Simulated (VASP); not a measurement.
## Ca7VO8: single point with PBEsol+U

Ca7VO8:

```xyz
16
Lattice="0.0000 4.8150 4.8150 4.8150 0.0000 4.8150 4.8150 4.8150 0.0000" Properties=species:S:1:pos:R:3 pbc="T T T"
V     4.8150    4.8150    0.0000
Ca    2.4075    2.4075    0.0000
Ca    2.4075    0.0000    2.4075
Ca    4.8150    2.4075    2.4075
Ca    0.0000    2.4075    2.4075
Ca    2.4075    4.8150    2.4075
Ca    2.4075    2.4075    4.8150
Ca    4.8150    4.8150    4.8150
O     2.4075    2.4075    2.4075
O     4.8150    4.8150    2.3598
O     4.8150    2.3598    4.8150
O     7.2702    4.8150    4.8150
O     2.3598    4.8150    4.8150
O     4.8150    7.2702    4.8150
O     4.8150    4.8150    7.2702
O     7.2225    7.2225    7.2225
```

* Program: VASP 6.6.1
* Task: single point
* Functional: PBEsol
* Potentials or basis: VASP PAW PBE potentials, release 64 (V_sv, Ca_sv, O)
* Cutoff: 520 eV
* k mesh: 3 × 3 × 3
* Occupations: gaussian, width 0.05 eV
* Spin: collinear spin, typed start
* Starting moments: [3.0, 0.0, 0.0, 0.0, 0.0, 0.0, 0.0, 0.0, 0.0, 0.0, 0.0, 0.0, 0.0, 0.0, 0.0, 0.0] μB
* Hubbard terms: V d U = 3.0 eV

```
Pressure                                              : -6.7 GPa
Largest force                                         : 0.015 eV/Å
Band gap on the k mesh                                : 2.02 eV, indirect (least direct gap 2.37 eV)
Net moment                                            : 3.00 μB per cell
Site moments                                          : V +2.64; Ca +0.00; O +0.00, -0.00 μB
Valence electrons inside the program's atomic spheres : V 11.20; Ca 8.21, 8.18; O 4.97, 4.96
```

Forces on the atoms (eV/Å):
```
V    0.000  0.000  0.000
Ca   0.000  0.000  0.000
Ca   0.000  0.000  0.000
Ca   0.000  0.000  0.000
Ca   0.000  0.000  0.000
Ca   0.000  0.000  0.000
Ca   0.000  0.000  0.000
Ca   0.000  0.000  0.000
O    0.000  0.000  0.000
O    0.000  0.000 -0.015
O    0.000 -0.015  0.000
O    0.015  0.000  0.000
O   -0.015  0.000  0.000
O    0.000  0.015  0.000
O    0.000  0.000  0.015
O    0.000  0.000  0.000
```

Levels at points of the mesh, in eV from the valence-band top:
Spin up:
```tsv
k point	band 64	band 65	band 66	band 67	band 68	band 69	band 70	band 71
(0.00, 0.00, 0.00)	-1.57	-0.35	-0.35	-0.35	2.48	2.59	2.59	2.59
```
Spin down:
| k point | band 62 | band 63 | band 64 | band 65 | band 66 | band 67 |
| --- | --- | --- | --- | --- | --- | --- |
| (0.00, 0.00, 0.00) | -1.56 | -1.56 | -1.56 | 2.02 | 2.02 | 2.02 |

Eigenvalues of the final occupation matrices:
| site | spin | trace | eigenvalues |
| --- | --- | --- | --- |
| site 1 d | 1 | 2.80 | 0.10 0.10 0.87 0.87 0.87 |
| site 1 d | 2 | 0.19 | 0.02 0.02 0.02 0.07 0.07 |

Run time: 6.2 min on 1 thread of AMD EPYC 9R45 96-Core Processor (Zen 5), with other jobs on the host, peak memory 0.53 GiB.

Caveat: the PAW data sets were made with another functional, which shifts forces and pressure a little; an odd mesh through Γ misses points on the zone boundary, where band edges often lie.
